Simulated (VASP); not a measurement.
Here is the system:

```yaml
crystal:
  lattice:
    - [4.47064, 0.00000, 0.00000]
    - [0.00000, 4.47064, 0.00000]
    - [0.00000, 0.00000, 4.47064]
  atoms:
    - { symbol: Al, position: [0.00000, 0.00000, 0.00000] }
    - { symbol: Ga, position: [0.50000, 0.50000, 0.00000] }
    - { symbol: Ga, position: [0.00000, 0.50000, 0.50000] }
    - { symbol: Ga, position: [0.50000, 0.00000, 0.50000] }
    - { symbol: N, position: [0.75575, 0.75575, 0.24425] }
    - { symbol: N, position: [0.75575, 0.24425, 0.75575] }
    - { symbol: N, position: [0.24425, 0.24425, 0.24425] }
    - { symbol: N, position: [0.24425, 0.75575, 0.75575] }
```

These are r2SCAN meta-GGA, VASP's PBE PAW potentials (set 64) (plane waves; VASP 6.6.1) values and carry that method's errors. Run with 520 eV cut-off, 6×6×6 Γ-centred mesh, Gaussian smearing of 0.010 eV, potentials Al Ga_d N.

Estimate the energy per atom (σ→0), band gap (on the k-mesh) with the smallest direct gap where there is one.

| Quantity | Result |
|---|---|
| band gap (on the k-mesh) | 2.79 eV |
| smallest direct gap (on the k-mesh) | 2.79 eV |
| energy per atom (σ→0) | -10.608 eV/atom |

Only differences to runs with the same potentials and settings are physical.

The structure comes from a computed database's AlGa3N4 entry (P-43m); how it stands against other phases isn't given here. It was relaxed first.
